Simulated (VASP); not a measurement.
Here is the system:

```
CELL_PARAMETERS angstrom
      2.88000     0.00000     0.00000
      0.00000     2.88000     0.00000
      0.00000     0.00000     2.88000
ATOMIC_POSITIONS crystal
  Ga 0.50000 0.50000 0.50000
  Co 0.00000 0.00000 0.00000
```

Level of theory: PBE GGA with D3 dispersion (Becke-Johnson damping), VASP's PBE PAW potentials (set 64) (plane waves; VASP 6.6.1). Settings: 520 eV cut-off, 11×11×11 Γ-centred mesh, first-order Methfessel-Paxton smearing of 0.10 eV, potentials Ga_d Co.

Energy and stress use the plane-wave basis of the starting cell.

Problem. The ions, cell shape and volume are relaxed. Which structure does the run end with?

Solution. 
```
CELL_PARAMETERS angstrom
      2.85087     0.00000     0.00000
      0.00000     2.85087     0.00000
      0.00000     0.00000     2.85087
ATOMIC_POSITIONS crystal
  Ga 0.50000 0.50000 0.50000
  Co 0.00000 0.00000 0.00000
```
Space group Pm-3m (221), at a tolerance of 0.03 Å.

Problem. How do energy and volume change from the first to the last step?

Solution. The energy (σ→0) changes by -6.5 meV/atom and the volume by -3.0 %, in 3 ionic steps.

```json
[
 {"step": "1", "E(σ→0) (eV)": "-11.3391", "max force (eV/Å)": "0.000", "pressure (GPa)": "-5.55", "volume (Å³)": "23.89"},
 {"step": "2", "E(σ→0) (eV)": "-11.3394", "max force (eV/Å)": "0.000", "pressure (GPa)": "6.04", "volume (Å³)": "22.49"},
 {"step": "3", "E(σ→0) (eV)": "-11.3520", "max force (eV/Å)": "0.000", "pressure (GPa)": "-0.03", "volume (Å³)": "23.17"}
]
```

The compound is CoGa in the CsCl type structure. This run relaxes it. Symmetry was kept, so distortions that lower it aren't found. The run is not spin-polarised, so no magnetic state was tried.
